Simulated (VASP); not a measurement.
VASP ran on this input.

### KPOINTS
```
K-points
0
gamma
  6 6 2
```

### INCAR
```
SYSTEM = C
PREC = Normal; ENCUT = 500; LREAL = F
LASPH = T
EDIFF = 1E-8; NELM = 100; ALGO = Normal
ISMEAR = -1; SIGMA = 0.1
GGA = PE
LWAVE = T; LCHARG = F
```

### POSCAR
```
C
1
    1.2300000000    -2.1304220000     0.0000000000
    1.2300000000     2.1304220000     0.0000000000
    0.0000000000     0.0000000000     6.3074000000
C
4
Direct
  0.0000000000   0.0000000000   0.2500000000
  0.0000000000   0.0000000000   0.7500000000
  0.3333330000   0.6666670000   0.2500000000
  0.6666670000   0.3333330000   0.7500000000
```

POTCAR, in this order: C_GW_new (PBE.64 set). Program: vasp_std.

Question: Write an equivalent input for Ansatz.

Answer: One equivalent input (not run):
Ansatz 0.2 input:
```yaml
crystal:
  lattice:
    - [1.2300000, -2.1304220, 0.0000000]
    - [1.2300000, 2.1304220, 0.0000000]
    - [0.0000000, 0.0000000, 6.3074000]
  atoms:
    - { symbol: C, position: [0.0000000, 0.0000000, 0.2500000] }
    - { symbol: C, position: [0.0000000, 0.0000000, 0.7500000] }
    - { symbol: C, position: [0.3333330, 0.6666670, 0.2500000] }
    - { symbol: C, position: [0.6666670, 0.3333330, 0.7500000] }
kpoints:
  mp_grid: { grid: [6, 6, 2] }
hamiltonian:
  xc: pbe
  pseudopotentials: { kind: paw }
scf:
  occupations: { method: fermi_dirac, width: 0.1 }
  max_iter: 100
output: { forces: true, stress: true, eigenvalues: true }
```
Limits of the translation: each code has its own PAW files, so the cut-off isn't converted (ENCUT is set for VASP's; basis.ecutwfc is left out, and Ansatz then takes the one that its files recommend); Ansatz stops its SCF on the density residual and VASP on the energy change (EDIFF).

The compound is C in the graphite structure. This cell is one point of a volume scan, at 0.94 of the reference volume. The k-mesh is coarse (spacing up to 0.50 per Å, 2π included), so the numbers may not be converged in it.
